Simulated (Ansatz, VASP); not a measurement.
# Cross-check of CdS (Greenockite) between VASP and Ansatz, part 2 of 2

Wanted: the spread between two codes on one cell, functional and k mesh. The cell is taken from a series of runs on this material, whose earlier steps may have relaxed, scaled, displaced or heated it; both programs get it as it stands.

VASP 6.6.1 and Ansatz 0.2.0.

So far: The structure; Ansatz: relaxation of cell and atoms, LDA.

**3. VASP: relaxation of cell and atoms, LDA**

Level of this step: LDA; plane waves and PAW (Cd, S) (VASP).

The same cell, functional (in two slightly different forms) and mesh now go to VASP, with its own data sets.

Lines of VASP's logs that name or quote its potential files are left out, and so is its time.

The input, INCAR:

```
SYSTEM = CdS
PREC = Accurate
ENCUT = 500
EDIFF = 1E-07
NELM = 120
ISMEAR = 0
SIGMA = 0.01
LREAL = .FALSE.
ALGO = Normal
GGA = PW92
NBANDS = 24
LORBIT = 11
LWAVE = .FALSE.
LCHARG = .FALSE.
ISIF = 3
IBRION = 2
NSW = 80
EDIFFG = -0.005
LASPH = .TRUE.
GGA_COMPAT = .FALSE.
NELMIN = 4
EFERMI = MIDGAP
```

The input, POSCAR:

```
CdS
1.0
    4.0738440000      0.0000000000      0.0000000000
   -2.0369220000      3.5280520000      0.0000000000
    0.0000000000      0.0000000000      6.6387610000
Cd S
2 2
Direct
    0.3333334749      0.6666666666      0.9994642450
    0.6666668083      0.3333333332      0.4994642450
    0.3333334749      0.6666666666      0.3755356986
    0.6666668083      0.3333333332      0.8755356986
```

The input, KPOINTS:

```
Automatic mesh
0
Gamma
9 9 4
0 0 0
```

PAW data sets: Cd and S (LDA family, release 64).

The run is started by

```sh
mpirun -np 1 vasp_std
```

Numbers of over 12 decimals in the logs are rounded to 6 here.

The program printed:

```text
[banner, memory and clock lines left out]
running    1 mpi-ranks, on    1 nodes
 distrk:  each k-point on    1 cores,    1 groups
 distr:  one band on    1 cores,    1 groups

 POSCAR found type information on POSCAR CdS
 POSCAR found :  2 types and       4 ions
|                                                                             |
|               ----> ADVICE to this user running VASP <----                  |
|                                                                             |
|     You enforced a specific xc type in the INCAR file but a different       |
|     [... a line on the potential file left out ...]
|     I HOPE YOU KNOW WHAT YOU ARE DOING!                                     |
|                                                                             |

 LDA part: xc-table for (Slater(with rela. corr.)+PW92), standard interpolation
 POSCAR, INCAR and KPOINTS ok, starting setup
 FFT: planning ... GRIDC
 FFT: planning ... GRID_SOFT
 FFT: planning ... GRID
 WAVECAR not read
 entering main loop
       N       E                     dE             d eps       ncg     rms          rms(c)
DAV:   1     0.249292869875E+03    0.24929E+03   -0.17495E+04  1728   0.135E+03
DAV:   2    -0.284433535280E+01   -0.25214E+03   -0.24513E+03  1984   0.340E+02
DAV:   3    -0.157184807463E+02   -0.12874E+02   -0.12828E+02  2128   0.786E+01
DAV:   4    -0.158396176787E+02   -0.12114E+00   -0.12110E+00  2040   0.753E+00
DAV:   5    -0.158417242439E+02   -0.21066E-02   -0.21065E-02  2216   0.947E-01    0.125E+01
DAV:   6    -0.148599327078E+02    0.98179E+00   -0.20564E+00  2328   0.160E+01    0.951E+00
DAV:   7    -0.148277933377E+02    0.32139E-01   -0.77922E-01  2008   0.503E+00    0.363E+00
DAV:   8    -0.148131585640E+02    0.14635E-01   -0.13290E-01  2040   0.369E+00    0.573E-01
DAV:   9    -0.148115044951E+02    0.16541E-02   -0.20585E-02  2136   0.190E+00    0.163E-01
DAV:  10    -0.148112127635E+02    0.29173E-03   -0.12896E-03  2208   0.426E-01    0.781E-02
DAV:  11    -0.148112255502E+02   -0.12787E-04   -0.12605E-04  2048   0.719E-02    0.909E-02
DAV:  12    -0.148112364813E+02   -0.10931E-04   -0.27246E-05  2072   0.263E-02    0.130E-01
DAV:  13    -0.148113466992E+02   -0.11022E-03   -0.21392E-04  1800   0.629E-02    0.364E-01
DAV:  14    -0.148120842502E+02   -0.73755E-03   -0.51162E-03  1760   0.311E-01    0.681E-01
DAV:  15    -0.148113320214E+02    0.75223E-03   -0.11407E-03  1752   0.196E-01    0.275E-01
DAV:  16    -0.148112442823E+02    0.87739E-04   -0.30522E-04  1784   0.818E-02    0.928E-02
DAV:  17    -0.148112348205E+02    0.94618E-05   -0.37184E-05  2048   0.279E-02    0.425E-03
DAV:  18    -0.148112348687E+02   -0.48222E-07   -0.79870E-07  1864   0.840E-03
   1 F= -.14811235E+02 E0= -.14811235E+02  d E =-.148112E+02
 curvature:   0.00 expect dE= 0.000E+00 dE for cont linesearch  0.000E+00
 trial: gam= 0.00000 g(F)=  0.190E-06 g(S)=  0.327E-02 ort = 0.000E+00 (trialstep = 0.100E+01)
 search vector abs. value=  0.327E-02
 bond charge predicted
       N       E                     dE             d eps       ncg     rms          rms(c)
DAV:   1    -0.148524819709E+02   -0.41247E-01   -0.85741E-01  1864   0.101E+01    0.157E+00
DAV:   2    -0.148160554256E+02    0.36427E-01   -0.97524E-02  1936   0.403E+00    0.567E-01
DAV:   3    -0.148126800170E+02    0.33754E-02   -0.95173E-03  1944   0.868E-01    0.492E-01
DAV:   4    -0.148121502483E+02    0.52977E-03   -0.57613E-04  1784   0.187E-01    0.108E-01
DAV:   5    -0.148120445549E+02    0.10569E-03   -0.31411E-04  2168   0.216E-01    0.250E-02
DAV:   6    -0.148120467395E+02   -0.21846E-05   -0.30988E-05  1832   0.499E-02    0.128E-02
DAV:   7    -0.148120468482E+02   -0.10877E-06   -0.28328E-07  1832   0.382E-03    0.668E-03
DAV:   8    -0.148120468394E+02    0.88667E-08   -0.24784E-07  1496   0.304E-03
   2 F= -.14812047E+02 E0= -.14812047E+02  d E =-.811971E-03
 trial-energy change:   -0.000812  1 .order   -0.000822   -0.003265    0.001622
 step:   0.6655(harm=  0.6682)  dis= 0.00003  next Energy=   -14.812318 (dE=-0.108E-02)
 bond charge predicted
       N       E                     dE             d eps       ncg     rms          rms(c)
DAV:   1    -0.148168684907E+02   -0.48216E-02   -0.95728E-02  1864   0.334E+00    0.512E-01
DAV:   2    -0.148127452748E+02    0.41232E-02   -0.11213E-02  1936   0.137E+00    0.182E-01
DAV:   3    -0.148123753910E+02    0.36988E-03   -0.11124E-03  1912   0.291E-01    0.157E-01
DAV:   4    -0.148123234102E+02    0.51981E-04   -0.65023E-05  1784   0.693E-02    0.345E-02
DAV:   5    -0.148123112148E+02    0.12195E-04   -0.37778E-05  2160   0.749E-02    0.104E-02
DAV:   6    -0.148123114665E+02   -0.25167E-06   -0.38227E-06  1840   0.177E-02    0.407E-03
DAV:   7    -0.148123114627E+02    0.37367E-08   -0.30861E-08  1032   0.126E-03
   3 F= -.14812311E+02 E0= -.14812311E+02  d E =-.107659E-02
 curvature:  -0.33 expect dE=-0.208E-07 dE for cont linesearch -0.630E-08
 trial: gam= 0.00000 g(F)=  0.310E-09 g(S)=  0.618E-07 ort =-0.785E-05 (trialstep = 0.933E+00)
 search vector abs. value=  0.622E-07
 reached required accuracy - stopping structural energy minimisation
```

From OUTCAR (step 3):

```text
ion  position               nearest neighbor table
   1  0.333  0.667  0.999-   4 2.49   4 2.49   4 2.49   3 2.50
   2  0.667  0.333  0.499-   3 2.49   3 2.49   3 2.49   4 2.50
   3  0.333  0.667  0.376-   2 2.49   2 2.49   2 2.49   1 2.50
   4  0.667  0.333  0.876-   1 2.49   1 2.49   1 2.49   2 2.50

  LATTYP: Found a hexagonal cell.
 ALAT       =     4.0738440000
 C/A-ratio  =     1.6296060919

 Subroutine GETGRP returns: Found 12 space group operations
 (whereof  6 operations were pure point group operations)

The static configuration has the point symmetry C_3v.
 The point group associated with its full space group is C_6v.

 Found     36 irreducible k-points:

   k-points           NKPTS =     36   k-points in BZ     NKDIM =     36   number of bands    NBANDS=     24

   dimension x,y,z NGX =    30 NGY =   30 NGZ =   48
   dimension x,y,z NGXF=    60 NGYF=   60 NGZF=   96

   ENCUT  =  500.0 eV  36.75 Ry    6.06 a.u.   7.43  7.43 12.10*2*pi/ulx,y,z

   NELECT =      36.0000    total number of electrons

 k-points in reciprocal lattice and weights: Automatic mesh
   0.00000000  0.00000000  0.00000000       0.003
   0.11111111  0.00000000  0.00000000       0.019
   0.22222222 -0.00000000  0.00000000       0.019
   0.33333333  0.00000000  0.00000000       0.019
   0.44444444 -0.00000000  0.00000000       0.019
   0.11111111  0.11111111  0.00000000       0.019
   0.22222222  0.11111111  0.00000000       0.037
   0.33333333  0.11111111  0.00000000       0.037
   0.44444444  0.11111111  0.00000000       0.019
[...]
0.33333333  0.22222222  0.50000000       0.037
   0.33333333  0.33333333  0.50000000       0.006

 average (electrostatic) potential at core
       1 -39.9115       2 -39.9115       3 -89.6296       4 -89.6296

 E-fermi :   1.9359

 k-point     1 :       0.0000    0.0000    0.0000
  band No.  band energies     occupation
    ...
     14       0.5914      2.00000
     15       0.5914      2.00000
     16       1.3561      2.00000
     17       1.4155      2.00000
     18       1.4155      2.00000
     19       2.4563      0.00000
     20       4.0416      0.00000
     21       7.7084      0.00000
     22       7.7084      0.00000
     23       7.9944      0.00000
    ...

 k-point     2 :       0.1111    0.0000    0.0000
  band No.  band energies     occupation
    ...
     14       0.0415      2.00000
     15       0.4228      2.00000
     16       0.6560      2.00000
     17       1.2595      2.00000
     18       1.3194      2.00000
     19       3.1790      0.00000
     20       4.5532      0.00000
     21       7.2671      0.00000
     22       7.9070      0.00000
     23       8.1803      0.00000
    ...

 k-point     3 :       0.2222   -0.0000    0.0000
  band No.  band energies     occupation
    ...
     14      -0.9927      2.00000
     15      -0.4025      2.00000
     16       0.0375      2.00000
     17       0.9626      2.00000
     18       1.0719      2.00000
     19       4.1021      0.00000
     20       5.2323      0.00000
     21       6.7791      0.00000
     22       7.7680      0.00000
     23       8.2597      0.00000
    ...

  Total       -0.0014955     -0.0014955      0.0008086      0.0000000      0.0000000      0.0000000
  in kB       -0.0249298     -0.0249298      0.0134800      0.0000000      0.0000000      0.0000000
  external PRESSURE =      -0.0121266 kB  Pullay stress =       0.0000000 kB

  energy-cutoff  :      500.00
  volume of cell :       96.11
      direct lattice vectors                 reciprocal lattice vectors
     4.083635797  0.000000000  0.000000000     0.244879820  0.141381446 -0.000000000
    -2.041817898  3.536531942  0.000000000     0.000000000  0.282762892 -0.000000000
     0.000000000  0.000000000  6.654866206     0.000000000 -0.000000000  0.150265981

 POSITION                                       TOTAL-FORCE (eV/Angst)
 -----------------------------------------------------------------------------------
      0.00000      2.35769      6.65133        -0.000000     -0.000000      0.000040
      2.04182      1.17884      3.32390        -0.000000      0.000000      0.000040
      0.00000      2.35769      2.49911        -0.000000     -0.000000     -0.000040
      2.04182      1.17884      5.82654         0.000000     -0.000000     -0.000040
 -----------------------------------------------------------------------------------
    total drift:                               -0.000548     -0.000025     -0.000234

  FREE ENERGIE OF THE ION-ELECTRON SYSTEM (eV)
  ---------------------------------------------------
  free  energy   TOTEN  =       -14.8123114627 eV

  energy  without entropy=      -14.8123114627  energy(sigma->0) =      -14.81231146

 reached required accuracy - stopping structural energy minimisation

 total charge
# of ion       s       p       d       tot
------------------------------------------
    1        0.446   0.353   9.555  10.355
    2        0.446   0.353   9.555  10.355
    3        1.322   2.392   0.000   3.715
    4        1.322   2.392   0.000   3.715
--------------------------------------------------
tot          3.537   5.491  19.110  28.139

[... 3 further parts left out ...]
```

CONTCAR:

```
CdS
   1.00000000000000
     4.0836357969992250    0.0000000000000000    0.0000000000000000
    -2.0418178984996125    3.5365319421013957    0.0000000000000000
     0.0000000000000000    0.0000000000000000    6.6548662057265711
  Cd              S
     2     2
Direct
     0.3333334749000016    0.6666666666000012    0.9994690569514492
     0.6666668083000005    0.3333333332000024    0.4994690569514491
     0.3333334749000016    0.6666666666000012    0.3755308866485462
     0.6666668083000005    0.3333333332000024    0.8755308866485462
```

The run keeps the 12 symmetry operations of its start, so it cannot find a distortion of lower symmetry.

**4. Differences**

Known differences besides the potentials themselves: fixed occupations in Ansatz, narrow Gaussian smearing in VASP; the data sets hold 52 valence electrons in Ansatz (on its PAW soft_1 files) and 36 in VASP; the cutoff is 420 eV in Ansatz and 500 eV in VASP; VASP's log shows a relativistic correction to its local exchange, Ansatz's none; Ansatz adds a Pulay correction to the stress that steers its cell, VASP none. Total energies have different zeros and are not compared.

The two programs side by side:

```csv
quantity,Ansatz,VASP,difference
volume (Å³),95.42,96.11,-0.72 %
"edge a after relaxation, in the typed setting (Å)",4.074,4.084,-0.24 %
"edge c after relaxation, in the typed setting (Å)",6.639,6.655,-0.24 %
```

**5. What came out**

```yaml
difference_in_volume_relaxation_of_cell_and_atoms_lda: -0.72 %
```

In words: The difference in volume is -0.72 % (relaxation of cell and atoms, LDA), within the 1.2 % picked in this series as the mark of a large difference, as far as the stopping tolerances let one tell. The data sets hold unlike numbers of valence electrons (52 in Ansatz and 36 in VASP), so part of the differences may come from the potentials. Such differences can come from data sets, numerical settings and the points named under the comparisons, not from the functional's error against experiment.

[Lines on the potential files, build, host, timing and source positions are cut from VASP's logs without a mark.]

[Logs are printed without paths, hosts, clocks, repeated set-up lines and the standing remarks that a program may print on its own settings, such as how far it seeks lower states.]

[Hosts, paths, dates, database ids (printed as entryN), source tags and the programs' standing remarks are cut or masked in the printed files.]
